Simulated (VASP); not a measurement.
Input:

```yaml
crystal:
  lattice:
    - [1.55285, -2.68961, 0.00000]
    - [1.55285, 2.68961, 0.00000]
    - [0.00000, 0.00000, 4.97388]
  atoms:
    - { symbol: Al, position: [0.65057, 0.31723, 0.50007] }
    - { symbol: Al, position: [0.33333, 0.66667, 0.00007] }
    - { symbol: N, position: [0.66667, 0.33333, 0.88193] }
    - { symbol: N, position: [0.33333, 0.66667, 0.38193] }
```

These are r2SCAN meta-GGA, VASP's PBE PAW potentials (set 64) (plane waves; VASP 6.6.1) values and carry that method's errors. Settings: 600 eV cut-off, 8×8×4 Γ-centred mesh, Gaussian smearing of 0.050 eV, potentials Al N.

**Question.** What does the run give for the energy per atom (σ→0), largest force?

**Answer.** 
```
Item                           Result
---------------------  --------------
energy per atom (σ→0)  -9.609 eV/atom
largest force              0.832 eV/Å
```

Total energies compare only between runs with the same potentials, cut-off and functional.

The compound is AlN in the wurtzite structure. This cell was strained or had an atom moved on purpose.
